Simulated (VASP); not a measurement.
Write the native input for VASP 6.6.1 that does the following.

```yaml
Task: relaxation of cell and atoms
Functional: PBE
Potentials_or_basis: VASP PAW PBE potentials, release 64 (In_d, Te, O)
Cutoff: 520 eV
k_mesh: 3 × 3 × 2
Occupations: gaussian, width 0.15 eV
Spin: no spin polarisation
Further_INCAR_settings: PREC = Normal; ALGO = Fast; EDIFF = 0.0001; IBRION = 2; EDIFFG = -0.08; NSW = 24; ISIF = 3
```

The structure of In2Te2O lies in POSCAR:

```
In2Te2O
1.0
    4.6880848600      0.0000000000      0.0000000000
    0.0000000000      4.6880848600      0.0000000000
    0.0000000000      0.0000000000      6.6623014200
In Te O
2 2 1
Direct
    0.5000000000      0.0000000000      0.5000000000
    0.0000000000      0.5000000000      0.5000000000
    0.5000000000      0.5000000000      0.7502538200
    0.5000000000      0.5000000000      0.2497461800
    0.5000000000      0.5000000000      0.0000000000
```

The cell was built by a generator and needn't be a form met in nature.

One way to write it, as run:

INCAR

```
PREC = Normal
ENCUT = 520
EDIFF = 1E-4
ISMEAR = 0
SIGMA = 0.15
LREAL = False
LASPH = True
NELM = 60
ALGO = Fast
ISIF = 3
LWAVE = False
LCHARG = False
GGA = PE
IBRION = 2
NSW = 24
EDIFFG = -0.08
```

KPOINTS

```
Automatic mesh
0
Gamma
  3 3 2
```

Potentials or basis: VASP PAW PBE potentials, release 64 (In_d, Te, O).

Launch:

```console
$ cat potpaw_PBE.64/In_d/POTCAR potpaw_PBE.64/Te/POTCAR potpaw_PBE.64/O/POTCAR > POTCAR
$ mpirun -np 1 vasp_std > vasp.out
```

It gave:

```yaml
Relaxed_volume: 38.79 Å³/atom
Relaxed_cell: a = 5.042 Å, b = 5.042 Å, c = 7.631 Å, α = 90.00°, β = 90.00°, γ = 90.00°
Space_group_after_relaxing_to_0.05_Å: P4/mmm (No. 123)
Energy_gained_by_relaxing: 1020.4 meV/atom
Ionic_steps: 14
Pressure_after_relaxing: 0.0 GPa
Largest_force_after_relaxing: 0.070 eV/Å
Band_gap_on_the_k_mesh: none (metal or under the smearing width)
```

Caveat: the k mesh is coarse (spacing up to 0.47 Å⁻¹), so the values aren't converged; the volume moved by over 15 % at a fixed basis, so the end points are rough; the relaxation stopped at a loose force limit of 0.08 eV/Å, so its end isn't a converged minimum.

Run time: 2.1 min on 1 thread of Intel(R) Xeon(R) Platinum 8488C (Sapphire Rapids), with other jobs on the host, peak memory 0.19 GiB.
